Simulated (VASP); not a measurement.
These are revTPSS meta-GGA, VASP's PBE PAW potentials (set 64) (plane waves; VASP) values and carry that method's errors.

VASP input:

**KPOINTS**
```
Automatic mesh
0
Gamma
18 18 10
0 0 0
```

### INCAR
```
! general
SYSTEM   =  Be
PREC     =  Accurate
ENCUT    =  520
LREAL    =  .FALSE.   ! projection in real space or not
LASPH    =  .TRUE.   ! aspherical one-centre terms

! electronic loop
EDIFF    =  1E-7   ! SCF stop (eV)
NELM     =  100   ! most electronic steps
ALGO     =  Normal   ! blocked Davidson
LMIXTAU  =  .TRUE.

! smearing
ISMEAR   =  1   ! Methfessel-Paxton
SIGMA    =  0.1   ! width (eV)

! functional
METAGGA  =  RTPSS

! ions
IBRION   =  2
NSW      =  30
ISIF     =  4   ! ions and shape, fixed volume
EDIFFG   =  -0.01   ! ionic stop

! output
LWAVE    =  .FALSE.
LCHARG   =  .FALSE.
```

File POSCAR:
```
Be
1.0
  1.1314153431  -1.9596686902   0.0000000000
  1.1314153431   1.9596686902   0.0000000000
  0.0000000000   0.0000000000   3.5535229022
Be
2
Cart
  1.1314153431   0.6532242032   0.8883807256
  1.1314153431  -0.6532242032   2.6651421766
```

POTCAR, in this order: Be (PBE.64 set). Program: vasp_std.

Output

OUTCAR:
```
 ion  position               nearest neighbor table
   1  0.333  0.667  0.250-   2 2.21   2 2.21   2 2.21   2 2.21   2 2.21   2 2.21
   2  0.667  0.333  0.750-   1 2.21   1 2.21   1 2.21   1 2.21   1 2.21   1 2.21
  LATTYP: Found a hexagonal cell.
 ALAT       =     2.2628305403
 C/A-ratio  =     1.5703884312
 Subroutine PRICEL returns:
 Original cell was already a primitive cell.
 Subroutine GETGRP returns: Found 24 space group operations
The static configuration has the point symmetry D_3d.
 The point group associated with its full space group is D_6h.
The dynamic configuration has the point symmetry D_3d.
 Subroutine INISYM returns: Found 24 space group operations
 Subroutine IBZKPT returns following result:
 Found    222 irreducible k-points:

 Following reciprocal coordinates:
            Coordinates               Weight
  0.000000  0.000000  0.000000      1.000000
  0.055556  0.000000  0.000000      6.000000
  0.111111  0.000000  0.000000      6.000000
  0.166667  0.000000  0.000000      6.000000
  0.222222 -0.000000  0.000000      6.000000
  0.277778  0.000000  0.000000      6.000000
  0.333333  0.000000  0.000000      6.000000
...
```

**OSZICAR**
```
       N       E                     dE             d eps       ncg     rms          rms(c)
DAV:   1     0.505910931481E+02    0.50591E+02   -0.47081E+03  3144   0.184E+03
DAV:   2     0.264582931985E+02   -0.24133E+02   -0.23318E+02  5274   0.289E+02
DAV:   3     0.250182518616E+02   -0.14400E+01   -0.14253E+01  5286   0.704E+01
DAV:   4     0.249560620566E+02   -0.62190E-01   -0.61555E-01  5256   0.153E+01
DAV:   5     0.249523942791E+02   -0.36678E-02   -0.35825E-02  5322   0.300E+00    0.253E+00
DAV:   6    -0.821199925885E+01   -0.33164E+02   -0.10245E+02  5316   0.148E+03    0.124E+00
DAV:   7    -0.922014755412E+01   -0.10081E+01   -0.11392E+00  5220   0.251E+01    0.878E-01
DAV:   8    -0.831624785478E+01    0.90390E+00   -0.11854E+00  4692   0.512E+01    0.319E-01
DAV:   9    -0.914969335552E+01   -0.83345E+00   -0.95965E-01  4614   0.374E+01    0.124E-01
DAV:  10    -0.958941499897E+01   -0.43972E+00   -0.37199E+00  2724   0.331E+01    0.118E-01
DAV:  11    -0.959049388064E+01   -0.10789E-02   -0.21036E-03  4830   0.473E-01    0.112E-01
DAV:  12    -0.921208058493E+01    0.37841E+00   -0.15293E+02  2664   0.143E+03    0.416E-02
DAV:  13    -0.921445128597E+01   -0.23707E-02   -0.30421E-02  3990   0.212E+01    0.365E-02
DAV:  14    -0.959035621767E+01   -0.37590E+00   -0.36966E+00  2664   0.333E+01    0.898E-02
DAV:  15    -0.959016932849E+01    0.18689E-03   -0.21355E-03  3516   0.454E-01    0.620E-02
DAV:  16    -0.959049164695E+01   -0.32232E-03   -0.45336E-06  3426   0.343E-02    0.593E-02
DAV:  17    -0.959032694525E+01    0.16470E-03   -0.22805E-06  3522   0.195E-02    0.598E-02
DAV:  18    -0.959060421558E+01   -0.27727E-03   -0.26969E-06  2922   0.259E-02    0.591E-02
DAV:  19    -0.959061484699E+01   -0.10631E-04   -0.13276E-08  2442   0.184E-03    0.587E-02
DAV:  20    -0.959070983835E+01   -0.94991E-04   -0.77867E-07  2844   0.126E-02    0.553E-02
DAV:  21    -0.959085087266E+01   -0.14103E-03   -0.17763E-06  2748   0.205E-02    0.500E-02
DAV:  22    -0.959095284700E+01   -0.10197E-03   -0.10906E-06  2784   0.154E-02    0.462E-02
DAV:  23    -0.959114368362E+01   -0.19084E-03   -0.47490E-06  2688   0.312E-02    0.393E-02
DAV:  24    -0.959119475112E+01   -0.51067E-04   -0.49321E-07  3354   0.984E-03    0.373E-02
DAV:  25    -0.959119430631E+01    0.44480E-06   -0.14544E-09  1464   0.434E-04    0.373E-02
DAV:  26    -0.959129657553E+01   -0.10227E-03   -0.18733E-06  2688   0.207E-02    0.326E-02
DAV:  27    -0.959148888223E+01   -0.19231E-03   -0.11086E-05  2688   0.502E-02    0.208E-02
DAV:  28    -0.959156925988E+01   -0.80378E-04   -0.46730E-06  2670   0.318E-02    0.138E-02
DAV:  29    -0.959160600950E+01   -0.36750E-04   -0.21087E-06  2700   0.219E-02    0.902E-03
DAV:  30    -0.959162397020E+01   -0.17961E-04   -0.15728E-06  2682   0.183E-02    0.469E-03
DAV:  31    -0.959162942302E+01   -0.54528E-05   -0.83904E-07  2754   0.139E-02    0.138E-03
DAV:  32    -0.959162994634E+01   -0.52332E-06   -0.49972E-08  1626   0.326E-03    0.471E-04
DAV:  33    -0.959162988781E+01    0.58528E-07   -0.62827E-09  1392   0.127E-03
   1 F= -.95916299E+01 E0= -.95915850E+01  d E =-.959163E+01
       N       E                     dE             d eps       ncg     rms          rms(c)
DAV:   1    -0.959233866231E+01   -0.70872E-03   -0.70866E-03  3384   0.563E-01    0.321E-02
DAV:   2    -0.959232509416E+01    0.13568E-04   -0.34712E-05  3180   0.523E-02    0.190E-02
DAV:   3    -0.959231914466E+01    0.59495E-05   -0.62840E-06  3294   0.204E-02    0.805E-04
DAV:   4    -0.959231889536E+01    0.24930E-06   -0.58151E-07  3300   0.480E-03    0.437E-04
DAV:   5    -0.959231942709E+01   -0.53173E-06   -0.36936E-07  2910   0.409E-03    0.399E-04
DAV:   6    -0.959231937590E+01    0.51197E-07   -0.70768E-08  1824   0.196E-03
   2 F= -.95923194E+01 E0= -.95922658E+01  d E =-.689488E-03
```

File OUTCAR:
```
------------------------ aborting loop because EDIFF is reached ----------------------------------------
  FORCE on cell =-STRESS in cart. coord.  units (eV):
  Direction    XX          YY          ZZ          XY          YZ          ZX
  --------------------------------------------------------------------------------------
  Total       -0.0136736     -0.0136736      0.0063749      0.0000000      0.0000000      0.0000000
  in kB       -1.3902710     -1.3902708      0.6481732      0.0000000      0.0000000      0.0000000
  external PRESSURE =      -0.7107895 kB  Pullay stress =       0.0000000 kB
  volume of cell :       15.76
      direct lattice vectors                 reciprocal lattice vectors
     1.128861505 -1.955245313 -0.000000000     0.442924130 -0.255722388  0.000000000
     1.128861505  1.955245313 -0.000000000     0.442924130  0.255722388  0.000000000
    -0.000000000 -0.000000000  3.569619452     0.000000000  0.000000000  0.280141907
 POSITION                                       TOTAL-FORCE (eV/Angst)
 -----------------------------------------------------------------------------------
      1.12886      0.65175      0.89240         0.000000     -0.000000      0.000000
      1.12886     -0.65175      2.67721        -0.000000      0.000000      0.000000
 -----------------------------------------------------------------------------------
    total drift:                               -0.000000     -0.000003      0.000005
  FREE ENERGIE OF THE ION-ELECTRON SYSTEM (eV)
  ---------------------------------------------------
  free  energy   TOTEN  =        -9.5923193759 eV

  energy  without entropy=       -9.5921587022  energy(sigma->0) =       -9.59226582

 reached required accuracy - stopping structural energy minimisation
```
(Selected blocks of OUTCAR.)

### CONTCAR
```
Be
   1.00000000000000
     1.1288615046896406   -1.9552453134592613   -0.0000000000000000
     1.1288615046896406    1.9552453134592613   -0.0000000000000000
    -0.0000000000000000   -0.0000000000000000    3.5696194522993445
  Be
     2
Direct
     0.3333330000000032    0.6666669999999968    0.2500000000000000
     0.6666669999999968    0.3333330000000032    0.7500000000000000
```

The compound is Be in the hcp structure. This run relaxes it. Symmetry was kept, so distortions that lower it aren't found.
